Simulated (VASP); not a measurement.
Input of a VASP 6.6.1 run:

The input INCAR:

```
SYSTEM = Cr3Te5
ALGO     = Normal         ! electronic algorithm
EDIFF    = 1E-7           ! SCF threshold, eV
ENCUT    = 520            ! plane-wave cutoff, eV
GGA      = PE             ! functional
ISIF     = 2              ! what is computed and relaxed
ISMEAR   = -1             ! smearing method
ISPIN    = 2              ! spin polarisation
LASPH    = .True.         ! aspherical terms in the spheres
LCHARG   = .False.        ! write CHGCAR
LMAXMIX  = 4              ! l up to which the mixer works
LORBIT   = 11             ! projections on sites
LREAL    = .False.        ! projectors in reciprocal space
LWAVE    = .False.        ! write WAVECAR
MAGMOM   = 0 0 0 0 0 3 3 3 ! initial moments
NBANDS   = 47             ! bands
NELM     = 100            ! most SCF steps
PREC     = Accurate       ! precision mode
SIGMA    = 0.05           ! smearing width, eV
```

The input KPOINTS:

```
k-points
0
Gamma
  8 8 2
  0 0 0
```

File POSCAR:

```
Cr3Te5
1.0
    3.9890758670      0.0000000000      0.0000000000
   -1.9945379335      3.4546410384      0.0000000000
    0.0000000000      0.0000000000     14.8258030000
Te Cr
5 3
Direct
    0.0003290000      0.0098180000      0.0009570000
    0.6590700000      0.3318790000      0.6097570000
    0.6743750000      0.3281000000      0.1848590000
    0.3293540000      0.6731770000      0.3930500000
    0.3339890000      0.6619740000      0.8164310000
   -0.0010110000      0.0095520000      0.7158070000
   -0.0010800000      0.0005490000      0.2819990000
   -0.0109190000     -0.0110950000      0.5009930000
```

Potentials or basis: VASP PAW PBE potentials, release 64 (Te, Cr_pv).

The run is started by

```sh
$ cat potpaw_PBE.64/Te/POTCAR potpaw_PBE.64/Cr_pv/POTCAR > POTCAR
$ mpirun -np 1 vasp_std > vasp.out
```

Task: Predict the net moment.

Result: 10.74 μB per cell.

Task: What does it give for the pressure?

Result: 0.0 GPa.

Stress tensor (GPa, compression positive):
```
-0.08 -0.06  0.17
-0.06 -0.24  0.02
 0.17  0.02  0.36
```

Caveat: only a ferromagnetic start was run, and an antiferromagnetic order may lie lower in energy. The run has no spin-orbit coupling, so splittings on Te are missing.
